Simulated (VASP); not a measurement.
These are PBE GGA with D4 dispersion, VASP's PBE PAW potentials (set 64) (plane waves; VASP 6.6.1) values and carry that method's errors.

Input for VASP

**INCAR**
```
ALGO  =  Normal
EDIFF  =  1E-7
ENCUT  =  520
GGA  =  PE
ISIF  =  2
ISMEAR  =  -5
IVDW  =  13
LASPH  =  T
LCHARG  =  T
LEFG  =  T
LMAXMIX  =  6
LORBIT  =  11
LREAL  =  F
LWAVE  =  F
NEDOS  =  601
NELM  =  100
PREC  =  Accurate
SYSTEM  =  HfO2
```

**POSCAR**
```
HfO2
3.5708110
  0.0000000000   0.7071067243   0.7071067243
  0.7071067243   0.0000000000   0.7071067243
  0.7071067243   0.7071067243   0.0000000000
Hf O
1 2
direct
  0.0000000000   0.0000000000   0.0000000000
  0.2500000000   0.2500000000   0.2500000000
  0.7500000000   0.7500000000   0.7500000000
```

### KPOINTS
```
Automatic mesh
0
gamma
 9 9 9
```

POTCAR, in this order: Hf_pv O (PBE.64 set). Program: vasp_std.

What VASP printed:

OSZICAR:
```
       N       E                     dE             d eps       ncg     rms          rms(c)
DAV:   1     0.100438909383E+03    0.10044E+03   -0.12965E+04  1050   0.145E+03
DAV:   2    -0.324408827608E+02   -0.13288E+03   -0.13129E+03  1316   0.324E+02
DAV:   3    -0.359806078663E+02   -0.35397E+01   -0.35368E+01  1379   0.526E+01
DAV:   4    -0.359985807398E+02   -0.17973E-01   -0.17971E-01  1337   0.408E+00
DAV:   5    -0.359987460997E+02   -0.16536E-03   -0.16536E-03  1358   0.345E-01    0.495E+01
DAV:   6    -0.303670817635E+02    0.56317E+01   -0.29775E+01  1176   0.389E+01    0.439E+01
DAV:   7    -0.302763650230E+02    0.90717E-01   -0.74783E-01  1309   0.810E+00    0.293E+01
DAV:   8    -0.302533215539E+02    0.23043E-01   -0.21185E-01  1351   0.490E+00    0.579E+00
DAV:   9    -0.302429966575E+02    0.10325E-01   -0.41014E-02  1281   0.183E+00    0.166E+00
DAV:  10    -0.302430577873E+02   -0.61130E-04   -0.44257E-03  1370   0.528E-01    0.304E-01
DAV:  11    -0.302430292115E+02    0.28576E-04   -0.28892E-04  1183   0.144E-01    0.215E-01
DAV:  12    -0.302430396855E+02   -0.10474E-04   -0.52703E-05  1394   0.550E-02    0.564E-02
DAV:  13    -0.302430406573E+02   -0.97186E-06   -0.20029E-06  1332   0.116E-02    0.151E-02
DAV:  14    -0.302430408291E+02   -0.17179E-06   -0.50371E-07  1239   0.555E-03    0.129E-03
DAV:  15    -0.302430408228E+02    0.63033E-08   -0.28833E-08   847   0.151E-03
   1 F= -.30836375E+02 E0= -.30836375E+02  d E =0.000000E+00
```

File OUTCAR:
```
------------------------ aborting loop because EDIFF is reached ----------------------------------------
  Edisp (eV):   -0.59333
  FORCE on cell =-STRESS in cart. coord.  units (eV):
  Direction    XX          YY          ZZ          XY          YZ          ZX
  --------------------------------------------------------------------------------------
  Total      -0.00339    -0.00339    -0.00339     0.00000     0.00000     0.00000
  in kB      -0.16891    -0.16891    -0.16891     0.00000     0.00000     0.00000
  external pressure =       -0.17 kB  Pullay stress =        0.00 kB
  volume of cell :       32.19
      direct lattice vectors                 reciprocal lattice vectors
     0.000000000  2.524944469  2.524944469    -0.198024157  0.198024157  0.198024157
     2.524944469  0.000000000  2.524944469     0.198024157 -0.198024157  0.198024157
     2.524944469  2.524944469  0.000000000     0.198024157  0.198024157 -0.198024157
 POSITION                                       TOTAL-FORCE (eV/Angst)
 -----------------------------------------------------------------------------------
      0.00000      0.00000      0.00000        -0.000000      0.000000     -0.000000
      1.26247      1.26247      1.26247         0.000000      0.000000     -0.000000
      3.78742      3.78742      3.78742        -0.000000     -0.000000      0.000000
 -----------------------------------------------------------------------------------
    total drift:                                0.000000      0.000000      0.000000
  FREE ENERGIE OF THE ION-ELECTRON SYSTEM (eV)
  ---------------------------------------------------
  free  energy   TOTEN  =       -30.8363754398 eV

  energy  without entropy=      -30.8363754398  energy(sigma->0) =      -30.83637544

 total charge

# of ion       s       p       d       tot
------------------------------------------
    1        0.296   6.588   1.382   8.266
    2        1.562   3.561   0.000   5.123
    3        1.562   3.561   0.000   5.123
--------------------------------------------------
tot          3.420  13.710   1.382  18.513

 Electric field gradients after diagonalization (V/A^2)
 (convention: |V_zz| > |V_xx| > |V_yy|)
----------------------------------------------------------------------
 ion       V_xx      V_yy      V_zz     asymmetry (V_yy - V_xx)/ V_zz
----------------------------------------------------------------------
   1      -0.000    -0.000     0.001       0.000
   2       0.002     0.002    -0.004       0.000
   3       0.002     0.002    -0.004       0.000
```
(Selected blocks of OUTCAR.)

The compound is HfO2 in the fluorite structure, the high-temperature cubic form, which is unstable at 0 K; the monoclinic form is the stable one. It was relaxed first.
